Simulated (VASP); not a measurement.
# What goes wrong when TiB2 is relaxed with a bad input

Aim: see how common mistakes in a VASP relaxation show up, on TiB2. The starting structure is a measured crystal structure from the Crystallography Open Database. The first relaxation on each setting starts from this cell expanded by 3 % in volume.

Calculated with VASP 6.6.1; Kohn-Sham DFT with plane waves and PAW; PBEsol.

**1. Starting point**

It takes space group P6/mmm (No. 191, hexagonal). Conventional cell: a = 3.029 Å, b = 3.029 Å, c = 3.228 Å, α = 90.00°, β = 90.00°, γ = 120.00°. Ti has 12 B at 2.38 Å nearest. Nearest to B lie 3 B at 1.75 Å and 6 Ti at 2.38 Å. Farther neighbours are not listed.

Structure file:

```cif
data_structure
_symmetry_space_group_name_H-M 'P6/mmm'
_symmetry_Int_Tables_number 191
_cell_length_a 3.0292
_cell_length_b 3.0292
_cell_length_c 3.2284
_cell_angle_alpha 90.000
_cell_angle_beta 90.000
_cell_angle_gamma 120.000
_cell_volume 25.66
loop_
_atom_site_label
_atom_site_type_symbol
_atom_site_symmetry_multiplicity
_atom_site_Wyckoff_symbol
_atom_site_fract_x
_atom_site_fract_y
_atom_site_fract_z
_atom_site_occupancy
Ti1 Ti 1 a 0.00000 0.00000 0.00000 1
B1 B 2 d 0.66667 0.33333 0.50000 1
```

**2. Reference relaxation**

This run starts from the cell of an earlier relaxation, which isn't shown; the restart sets up the plane waves anew.

The input, INCAR:

```
SYSTEM = TiB2
PREC = Accurate
ENCUT = 450
EDIFF = 1E-06
NELM = 100
ISMEAR = 0
SIGMA = 0.05
LREAL = .FALSE.
ALGO = Normal
GGA = PS
NBANDS = 15
LORBIT = 11
LWAVE = .FALSE.
LCHARG = .FALSE.
KPAR = 4
IBRION = 2
NSW = 50
ISIF = 3
EDIFFG = -0.006
```

The input, POSCAR:

```
TiB2
1.0
    3.0187480018      0.0000000000      0.0000000000
   -1.5093740009      2.6143124571      0.0000000000
    0.0000000000      0.0000000000      3.1858459215
Ti B
1 2
Direct
    0.0000000000      0.0000000000      0.0000000000
    0.6666666667      0.3333333333      0.5000000000
    0.3333333333      0.6666666667      0.5000000000
```

The input, KPOINTS:

```
Automatic mesh
0
Gamma
12 12 10
0 0 0
```

The projector-augmented-wave data sets are Ti_sv and B (PBE family, release 64).

Command:

```sh
> mpirun -np 4 vasp_std
```

Output:

```text
[banner, memory and clock lines left out]
running    4 mpi-ranks, on    1 nodes
 distrk:  each k-point on    1 cores,    4 groups
 distr:  one band on    1 cores,    1 groups

 POSCAR found type information on POSCAR TiB
 POSCAR found :  2 types and       3 ions
|                                                                             |
|               ----> ADVICE to this user running VASP <----                  |
|                                                                             |
|     You enforced a specific xc type in the INCAR file but a different       |
|     [... a line on the potential file left out ...]
|     I HOPE YOU KNOW WHAT YOU ARE DOING!                                     |
|                                                                             |

 LDA part: xc-table for (Slater+PW92), standard interpolation
 POSCAR, INCAR and KPOINTS ok, starting setup
 FFT: planning ... GRIDC
 FFT: planning ... GRID_SOFT
 FFT: planning ... GRID
 WAVECAR not read
 entering main loop
       N       E                     dE             d eps       ncg     rms          rms(c)
DAV:   1     0.114585415780E+03    0.11459E+03   -0.83606E+03  3441   0.125E+03
DAV:   2    -0.235972754470E+02   -0.13818E+03   -0.13348E+03  3630   0.340E+02
DAV:   3    -0.306554308578E+02   -0.70582E+01   -0.69800E+01  4914   0.761E+01
DAV:   4    -0.308325297569E+02   -0.17710E+00   -0.17691E+00  4137   0.110E+01
DAV:   5    -0.308375160029E+02   -0.49862E-02   -0.49860E-02  5065   0.155E+00    0.175E+01
DAV:   6    -0.257770722025E+02    0.50604E+01   -0.20619E+01  4725   0.521E+01    0.387E+00
DAV:   7    -0.257892143220E+02   -0.12142E-01   -0.11210E+00  3679   0.120E+01    0.353E+00
DAV:   8    -0.257917014456E+02   -0.24871E-02   -0.84188E-02  5570   0.248E+00    0.694E-01
DAV:   9    -0.257899520961E+02    0.17493E-02   -0.29930E-02  4227   0.232E+00    0.206E-01
DAV:  10    -0.257896699527E+02    0.28214E-03   -0.32110E-03  4285   0.735E-01    0.996E-02
DAV:  11    -0.257896278469E+02    0.42106E-04   -0.19318E-04  4712   0.146E-01    0.658E-02
DAV:  12    -0.257896016614E+02    0.26186E-04   -0.94675E-05  4081   0.123E-01    0.162E-02
DAV:  13    -0.257896018366E+02   -0.17515E-06   -0.54058E-06  4341   0.202E-02
   1 F= -.25789602E+02 E0= -.25789118E+02  d E =-.257896E+02
 curvature:   0.00 expect dE= 0.000E+00 dE for cont linesearch  0.000E+00
 trial: gam= 0.00000 g(F)=  0.666E-49 g(S)=  0.389E-05 ort = 0.000E+00 (trialstep = 0.100E+01)
 search vector abs. value=  0.389E-05
 reached required accuracy - stopping structural energy minimisation
```

It took 17 s on 4 MPI ranks of AMD EPYC 7R43, shared host; peak memory 0.5 GiB; 64 s of CPU time.

The logs omit lines about the potential files and the build; timing stands in the text.

OUTCAR, selected parts (step 2):

```text
ion  position               nearest neighbor table
   1  0.000  0.000  0.000-   2 2.36   3 2.36   2 2.36   3 2.36   3 2.36   3 2.36   2 2.36   2 2.36
                             2 2.36   2 2.36   3 2.36   3 2.36
   2  0.667  0.333  0.500-   3 1.74   3 1.74   3 1.74   1 2.36   1 2.36   1 2.36   1 2.36   1 2.36
                             1 2.36
   3  0.333  0.667  0.500-   2 1.74   2 1.74   2 1.74   1 2.36   1 2.36   1 2.36   1 2.36   1 2.36
                             1 2.36

  LATTYP: Found a hexagonal cell.
 ALAT       =     3.0187480018
 C/A-ratio  =     1.0553533848

 Subroutine GETGRP returns: Found 24 space group operations
 (whereof 24 operations were pure point group operations)

The static configuration has the point symmetry D_6h.

 Found    114 irreducible k-points:

   k-points           NKPTS =    114   k-points in BZ     NKDIM =    114   number of bands    NBANDS=     15

   dimension x,y,z NGX =    24 NGY =   24 NGZ =   24
   dimension x,y,z NGXF=    48 NGYF=   48 NGZF=   48

   ENCUT  =  450.0 eV  33.07 Ry    5.75 a.u.   5.22  5.22  5.51*2*pi/ulx,y,z

   NELECT =      18.0000    total number of electrons

 k-points in reciprocal lattice and weights: Automatic mesh
   0.00000000  0.00000000  0.00000000       0.001
   0.08333333  0.00000000  0.00000000       0.004
   0.16666667 -0.00000000  0.00000000       0.004
   0.25000000  0.00000000  0.00000000       0.004
   0.33333333  0.00000000  0.00000000       0.004
   0.41666667  0.00000000  0.00000000       0.004
   0.50000000  0.00000000  0.00000000       0.002
   0.08333333  0.08333333  0.00000000       0.004
   0.16666667  0.08333333  0.00000000       0.008
[...]
0.33333333  0.25000000  0.50000000       0.008
   0.33333333  0.33333333  0.50000000       0.001

 average (electrostatic) potential at core
       1 -70.4393       2 -22.1845       3 -22.1845

 E-fermi :  10.1396

 k-point     1 :       0.0000    0.0000    0.0000
  band No.  band energies     occupation
    ...
      5      -3.4336      2.00000
      6       7.4299      2.00000
      7       7.4299      2.00000
      8       7.9310      2.00000
      9       7.9576      2.00000
     10      12.0899      0.00000
     11      12.0899      0.00000
     12      13.9705      0.00000
     13      13.9705      0.00000
     14      15.9111      0.00000
    ...

 k-point     2 :       0.0833    0.0000    0.0000
  band No.  band energies     occupation
    ...
      5      -3.2982      2.00000
      6       7.0497      2.00000
      7       7.4110      2.00000
      8       7.8111      2.00000
      9       8.0233      2.00000
     10      12.0494      0.00000
     11      12.3341      0.00000
     12      13.4120      0.00000
     13      13.5018      0.00000
     14      16.4638      0.00000
    ...

 k-point     3 :       0.1667   -0.0000    0.0000
  band No.  band energies     occupation
    ...
      5      -2.9001      2.00000
      6       6.0736      2.00000
      7       7.3393      2.00000
      8       7.5429      2.00000
      9       8.1702      2.00000
     10      11.9407      0.00000
     11      12.6386      0.00000
     12      12.9269      0.00000
     13      12.9444      0.00000
     14      17.1314      0.00000
    ...

  Total        0.0085741      0.0085741     -0.0097452      0.0000000     -0.0000000      0.0000000
  in kB        0.5463725      0.5463725     -0.6209979      0.0000000     -0.0000000      0.0000000
  external PRESSURE =       0.1572490 kB  Pullay stress =       0.0000000 kB

  energy-cutoff  :      450.00
  volume of cell :       25.14
      direct lattice vectors                 reciprocal lattice vectors
     3.018748002  0.000000000  0.000000000     0.331263159  0.191254874  0.000000000
    -1.509374001  2.614312457  0.000000000     0.000000000  0.382509748  0.000000000
     0.000000000  0.000000000  3.185845921     0.000000000  0.000000000  0.313888375

 POSITION                                       TOTAL-FORCE (eV/Angst)
 -----------------------------------------------------------------------------------
      0.00000      0.00000      0.00000         0.000000      0.000000     -0.000000
      1.50937      0.87144      1.59292        -0.000000     -0.000000     -0.000000
     -0.00000      1.74287      1.59292        -0.000000      0.000000      0.000000
 -----------------------------------------------------------------------------------
    total drift:                               -0.000000      0.000000      0.000000

  FREE ENERGIE OF THE ION-ELECTRON SYSTEM (eV)
  ---------------------------------------------------
  free  energy   TOTEN  =       -25.7896018366 eV

  energy  without entropy=      -25.7886343814  energy(sigma->0) =      -25.78911811

 reached required accuracy - stopping structural energy minimisation

 total charge
# of ion       s       p       d       tot
------------------------------------------
    1        2.182   6.223   2.069  10.475
    2        0.687   1.335   0.000   2.022
    3        0.687   1.335   0.000   2.022
--------------------------------------------------
tot          3.557   8.893   2.069  14.519

[... 3 further parts left out ...]
```

CONTCAR:

```
TiB2
   1.00000000000000
     3.0187480018000001    0.0000000000000000    0.0000000000000000
    -1.5093740009000001    2.6143124571000000    0.0000000000000000
     0.0000000000000000    0.0000000000000000    3.1858459214999999
  Ti              B
     1     2
Direct
     0.0000000000000000    0.0000000000000000    0.0000000000000000
     0.6666666667000030    0.3333333332999970    0.5000000000000000
     0.3333333332999970    0.6666666667000030    0.5000000000000000
```

The PAW data sets were made with PBE, which is usual practice but a small mismatch for other functionals. The run keeps the 24 symmetry operations of its start, so it cannot find a distortion of lower symmetry.

The reference relaxation ends at 8.381 Å³ an atom. Pressures at 0.985 and 1.015 times this volume, from two more relaxations that aren't shown, give a bulk modulus of 262.6 GPa.

**3. Relaxation with a functional's name that the tag doesn't take**

A slip made on purpose: a functional's name that the tag doesn't take. Against step 2 the input has GGA = PBESOL (also changed: NELM).

Changes to INCAR since step 2:

```diff
@@ -4,3 +4,3 @@
 EDIFF = 1E-06
-NELM = 100
+NELM = 60
 ISMEAR = 0
@@ -9,3 +9,3 @@
 ALGO = Normal
-GGA = PS
+GGA = PBESOL
 NBANDS = 15
```

The input, POSCAR:

```
TiB2
1.0
    3.0591940299      0.0000000000      0.0000000000
   -1.5295970149      2.6493397449      0.0000000000
    0.0000000000      0.0000000000      3.2603664354
Ti B
1 2
Direct
    0.0000000000      0.0000000000      0.0000000000
    0.6666666667      0.3333333333      0.5000000000
    0.3333333333      0.6666666667      0.5000000000
```

KPOINTS is that of step 2.

Command:

```sh
> mpirun -np 4 vasp_std
```

Output:

```text
[banner, memory and clock lines left out]
running    4 mpi-ranks, on    1 nodes
[...]
|                                                                             |
|     EEEEEEE  RRRRRR   RRRRRR   OOOOOOO  RRRRRR      ###     ###     ###     |
|     E        R     R  R     R  O     O  R     R     ###     ###     ###     |
|     E        R     R  R     R  O     O  R     R     ###     ###     ###     |
|     EEEEE    RRRRRR   RRRRRR   O     O  RRRRRR       #       #       #      |
|     E        R   R    R   R    O     O  R   R                               |
|     E        R    R   R    R   O     O  R    R      ###     ###     ###     |
|     EEEEEEE  R     R  R     R  OOOOOOO  R     R     ###     ###     ###     |
|                                                                             |
|     Error: One of the selected functionals does not exist.                  |
|                                                                             |
|       ---->  I REFUSE TO CONTINUE WITH THIS SICK JOB ... BYE!!! <----       |
|                                                                             |

1
1
1
1
```

Run time: 3.8 s. Hardware: 4 MPI ranks.

VASP stopped with this message: “Error: One of the selected functionals does not exist”.

**4. Relaxation with one electron too many**

A slip made on purpose: one electron too many. Against step 2 the input has NELECT = 19 (also changed: NELM).

Changes to INCAR since step 3:

```diff
@@ -9,3 +9,3 @@
 ALGO = Normal
-GGA = PBESOL
+GGA = PS
 NBANDS = 15
@@ -19 +19,2 @@
 EDIFFG = -0.006
+NELECT = 19
```

POSCAR is that of step 3.

KPOINTS is that of step 3.

Command:

```sh
> mpirun -np 4 vasp_std
```

Output:

```text
[banner, memory and clock lines left out]
running    4 mpi-ranks, on    1 nodes
[...]
[... a notice as in an earlier step ...]

 LDA part: xc-table for (Slater+PW92), standard interpolation
 POSCAR, INCAR and KPOINTS ok, starting setup
[...]
entering main loop
       N       E                     dE             d eps       ncg     rms          rms(c)
DAV:   1     0.136613443791E+03    0.13661E+03   -0.86752E+03  3420   0.127E+03
DAV:   2    -0.107341598167E+02   -0.14735E+03   -0.14358E+03  3658   0.355E+02
DAV:   3    -0.186927717647E+02   -0.79586E+01   -0.77986E+01  4906   0.798E+01
DAV:   4    -0.188878643123E+02   -0.19509E+00   -0.19465E+00  4200   0.115E+01
DAV:   5    -0.188928499995E+02   -0.49857E-02   -0.49852E-02  4978   0.161E+00BRMIX: very serious problems
 the old and the new charge density differ
 old charge density:    18.00000 new   19.00000
BRMIX: very serious problems
 the old and the new charge density differ
 old charge density:    18.00000 new   19.00000
BRMIX: very serious problems
[...]
DAV:   9    -0.152513108487E+02   -0.14202E-02   -0.27478E-02  4546   0.195E+00    0.243E-01
DAV:  10    -0.152514945921E+02   -0.18374E-03   -0.16005E-03  4511   0.419E-01    0.130E-01
DAV:  11    -0.152514353734E+02    0.59219E-04   -0.85917E-05  4527   0.952E-02    0.333E-02
DAV:  12    -0.152514316469E+02    0.37265E-05   -0.59592E-05  4145   0.948E-02    0.590E-03
DAV:  13    -0.152514311529E+02    0.49399E-06   -0.15021E-06  2910   0.140E-02
   1 F= -.15251431E+02 E0= -.15250721E+02  d E =-.152514E+02
[... from here on, the cycles between the ionic steps are left out ...]
   2 F= -.16092240E+02 E0= -.16090720E+02  d E =-.840809E+00
   3 F= -.16432737E+02 E0= -.16431786E+02  d E =-.118131E+01
   4 F= -.16481444E+02 E0= -.16480322E+02  d E =-.487067E-01
   5 F= -.16513132E+02 E0= -.16511613E+02  d E =-.803947E-01
   6 F= -.16463265E+02 E0= -.16461842E+02  d E =-.305283E-01
   7 F= -.16517029E+02 E0= -.16515598E+02  d E =-.842916E-01
   8 F= -.16517076E+02 E0= -.16515773E+02  d E =-.843394E-01
   9 F= -.16517181E+02 E0= -.16515852E+02  d E =-.844441E-01
  10 F= -.16518780E+02 E0= -.16517444E+02  d E =-.159890E-02
  11 F= -.16519998E+02 E0= -.16518671E+02  d E =-.281662E-02
[...]
reached required accuracy - stopping structural energy minimisation
```

Wall time 2.1 min (4 MPI ranks); peak memory 0.53 GiB; 8.4 min of CPU time.

From OUTCAR (step 4):

```text
  Total       -0.0061679     -0.0061679     -0.0048205     -0.0000000      0.0000000      0.0000000
  in kB       -0.2789702     -0.2789702     -0.2180305     -0.0000000      0.0000000      0.0000000
  external PRESSURE =      -0.2586570 kB  Pullay stress =       0.0000000 kB

 POSITION                                       TOTAL-FORCE (eV/Angst)
 -----------------------------------------------------------------------------------
     -0.00000     -0.00000      0.00000        -0.000000     -0.000000     -0.000000
      1.62155      0.93620      1.94451         0.000000     -0.000000     -0.000000
     -0.00000      1.87240      1.94451        -0.000000      0.000000      0.000000
 -----------------------------------------------------------------------------------
    total drift:                               -0.000000      0.000000     -0.000000

  FREE ENERGIE OF THE ION-ELECTRON SYSTEM (eV)
  ---------------------------------------------------
  free  energy   TOTEN  =       -16.5199977234 eV

  energy  without entropy=      -16.5173445311  energy(sigma->0) =      -16.51867113

[... 2 parts as in an earlier step ...]

[... 2 further parts left out ...]
[key lines of the parts left out:]
E-fermi :   7.7289
```

Logs of long relaxations may skip ionic steps without a mark.

With one electron too many the cell ends at 11.808 Å³ an atom, +40.89 % from the reference.

**5. Relaxation with a leftover external pressure of 100 kbar**

A slip made on purpose: a leftover external pressure of 100 kbar. Against step 2 the input has PSTRESS = 100 (also changed: NELM).

Changes to INCAR since step 4:

```diff
@@ -19,2 +19,2 @@
 EDIFFG = -0.006
-NELECT = 19
+PSTRESS = 100
```

POSCAR is that of step 4.

KPOINTS is that of step 4.

Command:

```sh
> mpirun -np 4 vasp_std
```

Output:

```text
[... set-up lines as in an earlier step ...]
 entering main loop
       N       E                     dE             d eps       ncg     rms          rms(c)
DAV:   1     0.114987952623E+03    0.11499E+03   -0.83698E+03  3420   0.123E+03
DAV:   2    -0.235305030253E+02   -0.13852E+03   -0.13412E+03  3658   0.338E+02
DAV:   3    -0.305813248872E+02   -0.70508E+01   -0.69698E+01  4906   0.754E+01
DAV:   4    -0.307634164059E+02   -0.18209E+00   -0.18200E+00  4200   0.110E+01
[...]
DAV:  11    -0.257417640975E+02   -0.50987E-04   -0.38234E-04  4924   0.216E-01    0.598E-02
DAV:  12    -0.257417217320E+02    0.42365E-04   -0.14472E-04  4154   0.154E-01    0.149E-02
DAV:  13    -0.257417217768E+02   -0.44846E-07   -0.60879E-06  4632   0.201E-02
   1 F= -.24092419E+02 E0= -.24091947E+02  d E =-.240924E+02
[... from here on, the cycles between the ionic steps are left out ...]
   2 F= -.24031412E+02 E0= -.24030930E+02  d E =0.610066E-01
   3 F= -.24246713E+02 E0= -.24246241E+02  d E =-.154294E+00
   4 F= -.24246768E+02 E0= -.24246296E+02  d E =-.154349E+00
   5 F= -.24250537E+02 E0= -.24250116E+02  d E =-.376942E-02
   6 F= -.24250584E+02 E0= -.24250195E+02  d E =-.381562E-02
[...]
reached required accuracy - stopping structural energy minimisation
```

Run time: 66 s. Hardware: 4 MPI ranks; peak memory 0.55 GiB.

[end of part 1 of 2]

[Lines on the potential files, build, host, timing and source positions are cut from VASP's logs without a mark.]

[Logs are printed without paths, hosts, clocks, repeated set-up lines and the standing remarks that a program may print on its own settings, such as how far it seeks lower states.]

[Hosts, paths, dates, database ids (printed as entryN), source tags and the programs' standing remarks are cut or masked in the printed files.]
